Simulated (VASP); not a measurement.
Given:

```xyz
6
Lattice="5.1643 0.0000 0.0000 0.0000 5.1643 0.0000 0.0000 0.0000 3.5531" Properties=species:S:1:pos:R:3 pbc="T T T"
Pb     0.0000     0.0000     0.0000
Pb     2.5821     2.5821     1.7766
O      1.5888     1.5888     0.0000
O      4.1709     0.9933     1.7766
O      0.9933     4.1709     1.7766
O      3.5755     3.5755     0.0000
```

Level of theory: vdW-DF2, VASP's PBE PAW potentials (set 64) (plane waves; VASP 6.6.1). Settings: 520 eV cut-off, 5×5×7 Γ-centred mesh, tetrahedra with Blöchl corrections, potentials Pb_d O.

The cores are frozen, which limits the accuracy of field gradients.

Give the principal components of the electric field gradient (V/Å²) and the asymmetry η at each nucleus.

```tsv
atom	Vxx	Vyy	Vzz	η
Pb1	-87.0	-21.1	108.1	0.61
Pb2	-87.0	-21.1	108.1	0.61
O3	82.0	57.6	-139.6	0.17
O4	82.0	57.6	-139.6	0.17
O5	82.0	57.6	-139.6	0.17
O6	82.0	57.6	-139.6	0.17
```

The compound is PbO2 in the rutile structure. It was relaxed first, which changed the volume by +14 %.
